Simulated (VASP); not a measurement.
A cell of Ru (relaxed from the simple-cubic structure, space group Pm-3m) near equilibrium:

```
CELL_PARAMETERS angstrom
      2.49209     0.00000     0.00000
      0.00000     2.49209     0.00000
      0.00000     0.00000     2.49209
ATOMIC_POSITIONS crystal
  Ru 0.00000 0.00000 0.00000
```

These are r2SCAN meta-GGA, VASP's PBE PAW potentials (set 64) (plane waves; VASP) values and carry that method's errors.

```
run               ΔE (meV/atom)   σxx   σyy   σzz  largest shear component, with its sign (GPa)  largest force (eV/Å)
----------------  -------------  ----  ----  ----  --------------------------------------------  --------------------
as it is                    0.0  0.87  0.87  0.87                                          0.00                 0.000
after one change            0.9  2.44  1.97  1.97                                          0.00                 0.000
```
Stress is in GPa, positive when the cell is compressed.

### Question
Name the change that produced these shifts.
A. uniaxial strain of -0.5 % along x
B. uniaxial strain of +1.0 % along y
C. isotropic strain of -4.0 %
D. uniaxial strain of -1.0 % along x

### Answer
A, uniaxial strain of -0.5 % along x

The structure was generated: Ru was put into the simple-cubic type (Pm-3m), which need not be its known phase.
